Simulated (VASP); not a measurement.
Energy against volume of HgTe (zinc blende). Method: revTPSS meta-GGA, VASP's PBE PAW potentials (set 64) (plane waves; VASP). Run with 520 eV cut-off, 10×10×10 Γ-centred mesh, first-order Methfessel-Paxton smearing of 0.10 eV, potentials Hg Te.

```tsv
V (Å³/atom)	E (eV/atom)
34.546	29.15288
35.614	29.14897
36.683	29.15252
37.751	29.16223
```

Problem. Fit these four points and predict the energy of the run at 33.478 Å³/atom.

Solution. A cubic in V^(−2/3), the third-order Birch-Murnaghan form, passes through the four points with V0 = 35.61 Å³/atom and B0 = 37 GPa, and gives 29.1658 eV/atom there. The run gave 29.1657 eV/atom, -0.1 meV/atom from the fit; all five points give B0 = 37 GPa.

The compound is HgTe in the zinc blende structure. It was relaxed first, which changed the volume by +6 %.
